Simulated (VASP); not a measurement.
Input:

```xyz
4
Lattice="0.0000 2.7789 2.7789 2.7789 0.0000 2.7789 2.7789 2.7789 0.0000" Properties=species:S:1:pos:R:3 pbc="T T T"
Si     0.0000     0.0000     0.0000
Mn     2.7789     2.7789     2.7789
Mn     1.3895     1.3895     1.3895
Mn     4.1684     4.1684     4.1684
```
Starting moments (μB, in the order of the record's atoms Si Mn Mn Mn): 0.0 2.2 -0.6 -0.6.

These are PBEsol GGA, VASP's PBE PAW potentials (set 64) (plane waves; VASP) values and carry that method's errors. Numerical set-up: 400 eV cut-off, Gaussian smearing of 0.050 eV, potentials Si Mn_pv.

Question: Estimate the cell moment, band gap (along the path) with the smallest direct gap where there is one.

Answer: 
band gap (along the path): none (metal, semimetal or under 0.01 eV)
cell moment: 1.04 μB

Total energies compare only between runs with the same potentials, cut-off and functional.

The structure comes from a measured Mn3Si entry (Fm-3m) of the Crystallography Open Database, whose conditions weren't checked. It was relaxed first, which changed the volume by -8 %.
